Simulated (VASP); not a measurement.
Consider the following.

Space group Pm-3m (No. 221); a = b = c = 2.8467 Å, α = β = γ = 90.00°

| atom | site | symmetry | x | y | z |
|---|---|---|---|---|---|
| Ga | 1b | m-3m | 0.5000 | 0.5000 | 0.5000 |
| Co | 1a | m-3m | 0.0000 | 0.0000 | 0.0000 |

Method: PBE GGA with D4 dispersion, VASP's PBE PAW potentials (set 64) (plane waves; VASP 6.6.1). Run with 520 eV cut-off, 13×13×13 Γ-centred mesh, first-order Methfessel-Paxton smearing of 0.10 eV, potentials Ga_d Co.

**Question.** Give the energy at these volumes per atom, relative to the lowest: 10.85, 11.19, 11.54, 11.88, 12.23 Å³.

**Answer.** 28.5, 6.6, 0.0, 6.2, 23.2 meV/atom. A third-order Birch-Murnaghan fit gives B0 = 198 GPa and B0′ = 4.8.

The compound is CoGa in the CsCl type structure. It was relaxed first. The run is not spin-polarised, so no magnetic state was tried.
